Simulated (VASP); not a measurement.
Method: PBEsol GGA, VASP's PBE PAW potentials (set 64) (plane waves; VASP 6.6.1).

A VASP calculation is set up with these files.

### KPOINTS
```
Automatic mesh
0
Gamma
12 12 1
0 0 0
```

### INCAR
```
ALGO=Normal
EDIFF=1E-5
EDIFFG=-0.03
ENCUT=400
GGA=PS
IBRION=2
ISIF=4
ISMEAR=0
LASPH=.True.
LCHARG=.False.
LMAXMIX=4
LREAL=.False.
LWAVE=.True.
NELM=100
NELMIN=4
NSW=50
PREC=Normal
SIGMA=0.05
SYSTEM=MgI2 monolayer
```

POSCAR:
```
MgI2 monolayer
1
    4.1313233368    -0.0000000000     0.0000000000
   -2.0656616684     3.5778305410     0.0000000000
    0.0000000000     0.0000000000    19.7493943027
I Mg
2 1
Direct
  0.6666670000   0.3333330000   0.4140740000
  0.3333330000   0.6666670000   0.5859260000
  0.0000000000   0.0000000000   0.5000000000
```

POTCAR, in this order: I Mg (PBE.64 set). Program: vasp_std.

Unless said otherwise, spin-orbit coupling is left out, though it shifts the bands of the heavy elements here.

Question: What does the run give for the energy per atom (σ→0), band gap (on the k-mesh)?

Answer: 
| Quantity | Result |
|---|---|
| energy per atom (σ→0) | -2.800 eV/atom |
| band gap (on the k-mesh) | 3.61 eV |

File OSZICAR:
```
...
DAV:   6    -0.839993282293E+01    0.22473E-05   -0.74492E-07   440   0.718E-03
   5 F= -.83999328E+01 E0= -.83999328E+01  d E =-.384324E-02
       N       E                     dE             d eps       ncg     rms          rms(c)
DAV:   1    -0.839993377049E+01    0.12998E-05   -0.60623E-04   552   0.147E-01    0.101E-02
DAV:   2    -0.839993224165E+01    0.15288E-05   -0.24500E-05   576   0.342E-02    0.475E-03
DAV:   3    -0.839993045004E+01    0.17916E-05   -0.12078E-06   344   0.811E-03    0.265E-03
DAV:   4    -0.839993062834E+01   -0.17830E-06   -0.20482E-06   380   0.874E-03
   6 F= -.83999306E+01 E0= -.83999306E+01  d E =-.384104E-02
```

The cell is a sheet with vacuum, built from MgI2 (1T layered).
